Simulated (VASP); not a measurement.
# Zr3Ta7: core-level shifts, part 4 of 4

Aim: how the core levels of Zr3Ta7 differ from atom to atom, with and without the screening of the hole.

VASP 6.6.1, plane waves and PAW; the level of theory is named at each step.

So far. Step 5 (Core hole, atom Ta8, shell 4f): Against the hole on Ta7 the energy differs by -0.40 eV. Step 6 (Core hole, atom Zr3, shell 3d): This is the reference for holes on Zr.

**7. Core hole, atom Zr2, shell 3d**

Level of this step: final-state core hole with the electron kept at the Fermi level, PBE; plane waves and PAW (Zr_sv, Zr_sv, Ta_pv) (VASP).

The same hole on the next atom.

The input, INCAR:

```
SYSTEM = Zr3Ta7
PREC = Normal
ENCUT = 330
EDIFF = 1E-05
NELM = 120
ISMEAR = 0
SIGMA = 0.1
LREAL = Auto
ALGO = Fast
GGA = PE
NBANDS = 140
LWAVE = .FALSE.
LCHARG = .FALSE.
NCORE = 8
ICORELEVEL = 2
CLNT = 1
CLN = 3
CLL = 2
CLZ = 1
ISIF = 0
```

The input, POSCAR:

```
Zr3Ta7
1.0
    6.6200000000      0.0000000000      0.0000000000
    0.0000000000      6.6200000000      0.0000000000
    0.0000000000      0.0000000000     20.6200000000
Zr Zr Ta
1 5 14
Direct
    0.5000000000      0.0000000000      0.6655156076
    0.0000000000      0.0000000000      0.6674210646
    0.0000000000      0.5000000000      0.6655156076
    0.0000000000      0.0000000000      0.3325789354
    0.5000000000      0.0000000000      0.3344843924
    0.0000000000      0.5000000000      0.3344843924
    0.5000000000      0.5000000000      0.6523600963
    0.2489894226      0.2489894226      0.5812926591
    0.7510105774      0.2489894226      0.5812926591
    0.2489894226      0.7510105774      0.5812926591
    0.7510105774      0.7510105774      0.5812926591
    0.0000000000      0.0000000000      0.5000000000
    0.5000000000      0.0000000000      0.5000000000
    0.0000000000      0.5000000000      0.5000000000
    0.5000000000      0.5000000000      0.5000000000
    0.2489894226      0.2489894226      0.4187073409
    0.7510105774      0.2489894226      0.4187073409
    0.2489894226      0.7510105774      0.4187073409
    0.7510105774      0.7510105774      0.4187073409
    0.5000000000      0.5000000000      0.3476399037
```

The input, KPOINTS:

```
Automatic mesh
0
Gamma
3 3 1
0 0 0
```

Potentials, in the order of the species: Zr_sv, Zr_sv and Ta_pv (PBE family, release 64).

Launch:

```
> mpirun -np 8 vasp_std
```

Output:

```text
[... set-up lines as in an earlier step ...]
 entering main loop
       N       E                     dE             d eps       ncg     rms          rms(c)
DAV:   1     0.150945210198E+04    0.15095E+04   -0.10528E+05  1424   0.106E+03
DAV:   2    -0.281631304286E+03   -0.17911E+04   -0.17422E+04  1268   0.357E+02
DAV:   3    -0.402509596128E+03   -0.12088E+03   -0.11658E+03  1576   0.716E+01
DAV:   4    -0.416847362227E+03   -0.14338E+02   -0.14194E+02  2056   0.187E+01
[...]
RMM:  20    -0.392383398107E+03   -0.33363E-03   -0.28946E-03  1886   0.719E-02    0.209E-02
RMM:  21    -0.392383689705E+03   -0.29160E-03   -0.17969E-03  1843   0.592E-02    0.133E-02
RMM:  22    -0.392384036273E+03   -0.34657E-03   -0.12313E-03  1754   0.478E-02    0.840E-03
WARNING in EDDRMM: call to ZHEGV failed, returncode =   6  3     77
RMM:  23    -0.392384248222E+03   -0.21195E-03   -0.80449E-04  1664   0.389E-02    0.669E-03
RMM:  24    -0.392384454002E+03   -0.20578E-03   -0.55723E-04  1590   0.328E-02    0.435E-03
RMM:  25    -0.392384636315E+03   -0.18231E-03   -0.39983E-04  1477   0.278E-02    0.471E-03
RMM:  26    -0.392384706917E+03   -0.70603E-04   -0.29342E-04  1371   0.238E-02    0.382E-03
RMM:  27    -0.392384736230E+03   -0.29313E-04   -0.21780E-04  1291   0.207E-02    0.467E-03
RMM:  28    -0.392384751215E+03   -0.14985E-04   -0.16360E-04  1159   0.182E-02    0.734E-03
WARNING in EDDRMM: call to ZHEGV failed, returncode =   6  3     77
RMM:  29    -0.392384776022E+03   -0.24807E-04   -0.12925E-04  1198   0.167E-02    0.402E-03
RMM:  30    -0.392384787870E+03   -0.11848E-04   -0.99355E-05  1128   0.149E-02    0.224E-03
RMM:  31    -0.392384795519E+03   -0.76492E-05   -0.79277E-05  1012   0.135E-02
   1 F= -.39238480E+03 E0= -.39233180E+03  d E =-.105997E+00
```

Wall time 93 s (8 MPI ranks of AMD EPYC 7R43, shared host); peak memory 0.94 GiB; 12 min of CPU time.

From OUTCAR (step 7):

```text
 POSITION                                       TOTAL-FORCE (eV/Angst)
 -----------------------------------------------------------------------------------
      3.31000      0.00000     13.72293        -0.000000      0.000000     -1.618894
      0.00000      0.00000     13.76222        -0.000000      0.000000      0.186739
      0.00000      3.31000     13.72293        -0.000000      0.000000      0.015126
      0.00000      0.00000      6.85778        -0.000000      0.000000     -0.044249
      3.31000      0.00000      6.89707        -0.000000      0.000000      0.055885
      0.00000      3.31000      6.89707        -0.000000      0.000000     -0.083115
      3.31000      3.31000     13.45167        -0.000000      0.000000     -0.100925
      1.64831      1.64831     11.98625         0.317282     -0.138615      0.319648
      4.97169      1.64831     11.98625        -0.317282     -0.138615      0.319648
      1.64831      4.97169     11.98625         0.317282      0.138615      0.319648
      4.97169      4.97169     11.98625        -0.317282      0.138615      0.319648
      0.00000      0.00000     10.31000        -0.000000      0.000000      0.060835
      3.31000      0.00000     10.31000        -0.000000      0.000000     -0.042486
      0.00000      3.31000     10.31000        -0.000000      0.000000      0.060444
[...]
-----------------------------------------------------------------------------------
    total drift:                                0.000000      0.000000     -0.005069

  FREE ENERGIE OF THE ION-ELECTRON SYSTEM (eV)
  ---------------------------------------------------
  free  energy   TOTEN  =      -392.3847955192 eV

  energy  without entropy=     -392.2787989635  energy(sigma->0) =     -392.33179724

[... 2 parts as in an earlier step ...]

[... 1 further part left out ...]
[key lines of the parts left out:]
E-fermi :   1.0439
```

Against the hole on Zr3 the energy differs by +0.00 eV.

**8. Summary**

This step: core-level shifts, PBE; plane waves and PAW (VASP 6.6.1).

This step runs nothing: it gathers the runs above.

A positive shift is a higher binding energy. Cost is wall time times ranks on a shared host. Core-level shifts:

| atom | region | shell | Kohn-Sham level below the Fermi level (eV) | initial-state shift (eV) | final-state shift (eV) | shifts are from | cost (core minutes) |
| --- | --- | --- | --- | --- | --- | --- | --- |
| Ta7 | layer 1 | 4f | 19.6 | 0 | 0 | Ta7 | 9.07 |
| Ta8 | layer 2 | 4f | 19.03 | -0.573 | -0.3996 | Ta7 | 11.73 |
| Zr3 | layer 1 | 3d | 169 | 0 | 0 | Zr3 | 12.53 |
| Zr2 | layer 1 | 3d | 169 | 0 | -6.30e-6 | Zr3 | 12.4 |

**9. What came out**

| Quantity | Value |
| --- | --- |
| Ta8 4f (layer 2), from Ta7 | initial state -0.57 eV, final state -0.40 eV |

What this shows: Against Ta7, Ta8 is shifted by -0.57 eV in the initial state and by -0.40 eV with the hole (energies extrapolated to zero smearing). Zr2 has the level of the reference atom in both states, as equivalent sites do. Only these atoms were given a hole, so other sites aren't ranked. The difference of the two pictures holds the screening of the hole, but also the cell's limits: holes repeat 6.6 Å apart, and the electron from the core stays in the cell, where it moves the Fermi energy by -0.03 to -0.00 eV, less than the shifts themselves. Cell size, mesh and smearing weren't varied between the hole runs, and no dipole correction was applied to the slab. The other core electrons are frozen, spin-orbit splitting and multiplets are absent, and only shifts between atoms of one element are meaningful. Not tabulated here, as repeats of values shown or as unfit to read for their mesh, reference level or band range: core levels (core hole).

[Lines on the potential files, build, host, timing and source positions are cut from VASP's logs without a mark.]

[Logs are printed without paths, hosts, clocks, repeated set-up lines and the standing remarks that a program may print on its own settings, such as how far it seeks lower states.]

[Hosts, paths, dates, database ids (printed as entryN), source tags and the programs' standing remarks are cut or masked in the printed files.]
